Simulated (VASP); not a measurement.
Data:

```xyz
2
Lattice="0.0000 2.1114 2.1114 2.1114 0.0000 2.1114 2.1114 2.1114 0.0000" Properties=species:S:1:pos:R:3 pbc="T T T"
V      0.0000     0.0000     0.0000
N      2.1114     2.1114     2.1114
```

All values below come from PBE GGA + U (Dudarev), VASP's PBE PAW potentials (set 64) (plane waves; VASP). Run with 520 eV cut-off, 13×13×13 Γ-centred mesh, first-order Methfessel-Paxton smearing of 0.10 eV, potentials V_sv N, U − J: V 2.00 eV.

Question: What does the run give for the energy per atom (σ→0), pressure, band gap (on the k-mesh) with the smallest direct gap where there is one?

Answer: 
- band gap (on the k-mesh) = none (metal, semimetal or under 0.01 eV)
- energy per atom (σ→0) = -825.1 kJ/mol of atoms
- pressure = -15.56 GPa

Total energies compare only between runs with the same potentials, cut-off and functional.

The compound is VN in the rock salt structure, which distorts at low temperature. The cell was not relaxed at this level. The run is one of a series of settings (LDAU = .TRUE., LDAUJ = 0 0, LDAUL = 2 -1, LDAUTYPE = 2, LDAUU = 2.0 0 against the base run), some of them coarse on purpose. The run is not spin-polarised, so no magnetic state was tried. VASP warned that the highest band is occupied, so more bands are needed.
